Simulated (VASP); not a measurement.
InSb:

```
CELL_PARAMETERS angstrom
0.00000 3.31661 3.31661
3.31661 0.00000 3.31661
3.31661 3.31661 0.00000
ATOMIC_POSITIONS crystal
In 0.00000 0.00000 0.00000
Sb 0.75000 0.75000 0.75000
```

The cell is a database's computed one.

| Property | Result |
| --- | --- |
| Program | VASP 6.6.1 |
| Task | relaxation of cell and atoms |
| Functional | PBE |
| Dispersion | D3(BJ) |
| Potentials or basis | VASP PAW PBE potentials, release 64 (In_d, Sb) |
| Cutoff | 600 eV |
| k mesh | 12 × 12 × 12 |
| Occupations | gaussian, width 0.1 eV |
| Spin | no spin polarisation |

At the start: pressure -1.5 GPa; volume 36.48 Å³/atom.

Q: Where does the relaxation end?

A: Over 3 steps the energy falls by 7.2 meV/atom and the volume is 35.03 Å³/atom (-4.0 %); space group F-43m (No. 216, to 0.05 Å).

The path:
```csv
step,energy change (eV),largest force (eV/Å),pressure (GPa),volume (Å³)
1,0.0000,0.0000,-1.53,72.96
2,-0.0135,0.0000,0.44,69.36
3,-0.0144,0.0000,0.00,70.06
```

Final structure:
```
In Sb
1.0
     0.00000    3.27206    3.27206
     3.27206    0.00000    3.27206
     3.27206    3.27206    0.00000
In Sb
1 1
Direct
  0.00000 0.00000 0.00000
  0.75000 0.75000 0.75000
```

Caveat: pairwise dispersion overbinds metals, which lowers pressure and volume.
